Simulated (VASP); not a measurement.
```
CELL_PARAMETERS angstrom
      4.09420     0.00000     0.00000
      0.00000     4.09420     0.00000
      0.00000     0.00000     4.09420
ATOMIC_POSITIONS crystal
  K  0.00000 0.00000 0.00000
  Zn 0.50000 0.50000 0.50000
  F  0.50000 0.00000 0.50000
  F  0.00000 0.50000 0.50000
  F  0.50000 0.50000 0.00000
```

All values below come from TPSS meta-GGA, VASP's PBE PAW potentials (set 64) (plane waves; VASP). Numerical set-up: 520 eV cut-off, 6×6×6 Γ-centred mesh, tetrahedra with Blöchl corrections, potentials K_sv Zn F.

Task: Give the energies of bands 9 to 22 at the high-symmetry points, in eV from the valence-band maximum.

Result: 
```csv
band,Γ,X,M,R
9,-3.89,-3.75,-5.10,-5.09
10,-3.89,-3.75,-4.35,-5.09
11,-3.37,-3.74,-3.79,-4.16
12,-3.37,-3.74,-3.79,-4.16
13,-3.37,-3.37,-3.44,-4.16
14,-3.07,-3.07,-2.48,-1.81
15,-3.07,-2.63,-2.15,-1.81
16,-1.87,-2.06,-2.15,-1.81
17,-1.87,-1.83,-1.97,-1.32
18,-1.87,-1.83,-1.66,-1.32
19,-1.67,-1.58,-1.66,-1.32
20,-1.67,-1.58,-1.34,0.00
21,-1.67,-1.56,0.00,0.00
22,3.97,6.67,8.19,8.77
```

The gap is indirect, 3.97 eV, from the valence maximum at R to the conduction minimum at Γ.

The compound is KZnF3 in the cubic perovskite structure. It was relaxed first.
